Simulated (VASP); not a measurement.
The input files of a VASP run:

**INCAR**
```
SYSTEM = WC
PREC = Accurate
ENCUT = 520
EDIFF = 1E-6
NELM = 100
ALGO = Normal
LREAL = .FALSE.
LASPH = .TRUE.
ISMEAR = 1
SIGMA = 0.1
GGA = RE
LMAXMIX = 6
LWAVE = .FALSE.
LCHARG = .FALSE.
IBRION = 2
ISIF = 3
NSW = 60
EDIFFG = -0.01
```

File KPOINTS:
```
Automatic
0
gamma
  13 13 11
0 0 0
```

**POSCAR**
```
WC
1
    1.4664995230    -2.5400517599    -0.0000000000
    1.4664995230     2.5400517599    -0.0000000000
    0.0000000000     0.0000000000     2.8560800557
W C
1 1
Direct
  0.0000000000   0.0000000000   0.0000000000
  0.3333330000   0.6666670000   0.5000000000
```

POTCAR, in this order: W_sv C (PBE.64 set). Program: vasp_std.

Problem. Write an equivalent input for Quantum ESPRESSO's pw.x.

Solution. One equivalent input (not run):
```
&CONTROL
  calculation = 'vc-relax'
  pseudo_dir = './pseudo'
  outdir = './out'
  tprnfor = .true.
  tstress = .true.
  nstep = 60
  forc_conv_thr = 0.00039
/
&SYSTEM
  ibrav = 0
  nat = 2
  ntyp = 2
  ecutwfc = 82
  occupations = 'smearing'
  smearing = 'methfessel-paxton'
  degauss = 0.00735
  input_dft = 'revpbe'
/
&ELECTRONS
  conv_thr = 7.3e-08
  electron_maxstep = 100
/
&IONS
/
&CELL
/
ATOMIC_SPECIES
  W 183.840 W.upf
  C 12.011 C.upf
CELL_PARAMETERS angstrom
     1.4664995   -2.5400518   -0.0000000
     1.4664995    2.5400518   -0.0000000
     0.0000000    0.0000000    2.8560801
ATOMIC_POSITIONS crystal
  W    0.0000000  0.0000000  0.0000000
  C    0.3333330  0.6666670  0.5000000
K_POINTS automatic
  13 13 11 0 0 0
```
The two are equivalent in intent, not identical: the potentials are each code's own (VASP's PAW set, PseudoDojo norm-conserving files in pw.x), so ENCUT and ecutwfc are chosen apart and not converted; conv_thr bounds pw.x's estimated SCF error, while EDIFF bounds the energy change between steps; forc_conv_thr acts on force components and is met together with etot_conv_thr.

The compound is WC in the wc structure. It was relaxed first. The start is the result of an earlier pass.
